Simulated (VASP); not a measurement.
Level of theory: PBE GGA with D3 dispersion (Becke-Johnson damping), VASP's PBE PAW potentials (set 64) (plane waves; VASP 6.6.1).

A VASP calculation is set up with these files.

File POSCAR:
```
BaHfO3
4.2613410
  0.9999999453   0.0000000000   0.0000000000
  0.0000000000   0.9999999453   0.0000000000
  0.0000000000   0.0000000000   0.9999999453
Ba Hf O
1 1 3
direct
  0.0000000000   0.0000000000   0.0000000000
  0.5000000000   0.5000000000   0.5000000000
  0.5000000000   0.0000000000   0.5000000000
  0.0000000000   0.5000000000   0.5000000000
  0.5000000000   0.5000000000   0.0000000000
```

**KPOINTS**
```
Automatic mesh
0
Gamma
5 5 5
0 0 0
```

INCAR:
```
LWAVE  =  .FALSE.
LASPH  =  .TRUE.   # aspherical one-centre terms
ISIF  =  2   # forces and stress, cell fixed
SIGMA  =  0.05   # width (eV)
SYSTEM  =  BaHfO3
ENCUT  =  520   # plane-wave cut-off (eV)
LCHARG  =  .FALSE.
LREAL  =  .FALSE.
PREC  =  Accurate
LMAXMIX  =  6
IVDW  =  12
EDIFF  =  1E-7
GGA  =  PE
ISMEAR  =  0
NELM  =  100   # most electronic steps
ALGO  =  Normal   # blocked Davidson
```

POTCAR, in this order: Ba_sv Hf_pv O (PBE.64 set). Program: vasp_std.

Output

### OSZICAR
```
       N       E                     dE             d eps       ncg     rms          rms(c)
DAV:   1     0.245769858150E+03    0.24577E+03   -0.21623E+04   460   0.160E+03
DAV:   2    -0.378521594131E+02   -0.28362E+03   -0.28031E+03   637   0.343E+02
DAV:   3    -0.503954888771E+02   -0.12543E+02   -0.12528E+02   565   0.739E+01
DAV:   4    -0.506630612966E+02   -0.26757E+00   -0.26744E+00   670   0.990E+00
DAV:   5    -0.506696426562E+02   -0.65814E-02   -0.65810E-02   590   0.954E-01    0.520E+01
DAV:   6    -0.436715544756E+02    0.69981E+01   -0.44734E+01   565   0.373E+01    0.480E+01
DAV:   7    -0.435396616499E+02    0.13189E+00   -0.27097E+00   611   0.102E+01    0.321E+01
DAV:   8    -0.435181625398E+02    0.21499E-01   -0.51247E-01   579   0.572E+00    0.576E+00
DAV:   9    -0.434955551506E+02    0.22607E-01   -0.13366E-01   558   0.227E+00    0.146E+00
DAV:  10    -0.434954771322E+02    0.78018E-04   -0.12265E-02   616   0.726E-01    0.699E-01
DAV:  11    -0.434952701214E+02    0.20701E-03   -0.10215E-03   572   0.211E-01    0.203E-01
DAV:  12    -0.434953140365E+02   -0.43915E-04   -0.10750E-04   650   0.715E-02    0.177E-01
DAV:  13    -0.434953181900E+02   -0.41535E-05   -0.22375E-05   552   0.296E-02    0.135E-02
DAV:  14    -0.434953184021E+02   -0.21211E-06   -0.12013E-06   656   0.726E-03    0.375E-03
DAV:  15    -0.434953183303E+02    0.71792E-07   -0.50814E-07   550   0.495E-03
   1 F= -.44589258E+02 E0= -.44589258E+02  d E =-.133197E-15
```

### OUTCAR
```
------------------------ aborting loop because EDIFF is reached ----------------------------------------
 Edisp (eV)   -1.09394
  FORCE on cell =-STRESS in cart. coord.  units (eV):
  Direction    XX          YY          ZZ          XY          YZ          ZX
  --------------------------------------------------------------------------------------
  Total      -4.09527    -4.09527    -4.09527     0.00000     0.00000    -0.00000
  in kB     -84.79189   -84.79189   -84.79189     0.00000     0.00000    -0.00000
  external pressure =      -84.79 kB  Pullay stress =        0.00 kB
  volume of cell :       77.38
      direct lattice vectors                 reciprocal lattice vectors
     4.261340767  0.000000000  0.000000000     0.234667926  0.000000000  0.000000000
     0.000000000  4.261340767  0.000000000     0.000000000  0.234667926  0.000000000
     0.000000000  0.000000000  4.261340767     0.000000000  0.000000000  0.234667926
 POSITION                                       TOTAL-FORCE (eV/Angst)
 -----------------------------------------------------------------------------------
      0.00000      0.00000      0.00000         0.000000      0.000000      0.000000
      2.13067      2.13067      2.13067         0.000000      0.000000      0.000000
      2.13067      0.00000      2.13067         0.000000      0.000000      0.000000
      0.00000      2.13067      2.13067         0.000000      0.000000      0.000000
      2.13067      2.13067      0.00000         0.000000      0.000000      0.000000
 -----------------------------------------------------------------------------------
    total drift:                                0.000000     -0.000000     -0.000000
  FREE ENERGIE OF THE ION-ELECTRON SYSTEM (eV)
  ---------------------------------------------------
  free  energy   TOTEN  =       -44.5892575764 eV

  energy  without entropy=      -44.5892575764  energy(sigma->0) =      -44.58925758
```
(Selected blocks of OUTCAR.)

The compound is BaHfO3 in the cubic perovskite structure. This cell is one point of a volume scan, at 1.06 of the reference volume.
